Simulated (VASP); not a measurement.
Data:

```
CELL_PARAMETERS angstrom
      4.11767     2.05669     2.05669
      2.05669     4.11767     2.05669
      2.05669     2.05669     4.11767
ATOMIC_POSITIONS crystal
  Ni 0.00000 0.00000 0.00000
  Ni 0.50000 0.50000 0.50000
  O  0.25000 0.25000 0.25000
  O  0.75000 0.75000 0.75000
```
Starting moments (μB, in the order of the record's atoms Ni Ni O O): 1.3 -1.3 0.0 0.0.

The numbers are results of PBEsol GGA, VASP's PBE PAW potentials (set 64) (plane waves; VASP), not measurements. Numerical set-up: 620 eV cut-off, 9×9×9 Γ-centred mesh, Gaussian smearing of 0.050 eV, potentials Ni O.

Q: Predict the cell moment, energy per atom (σ→0).

A: 
The cell moment comes out as 0.00 μB and the energy per atom (σ→0) comes out as -6.327 eV/atom.

Q: Give the moment on each site (PAW-sphere projection).

A: 
```csv
site,moment (μB)
Ni1,1.26
Ni2,-1.26
O3,0.00
O4,0.00
```

Only differences to runs with the same potentials and settings are physical.

The compound is NiO in the rock salt, AFM-II order structure. It was relaxed first.
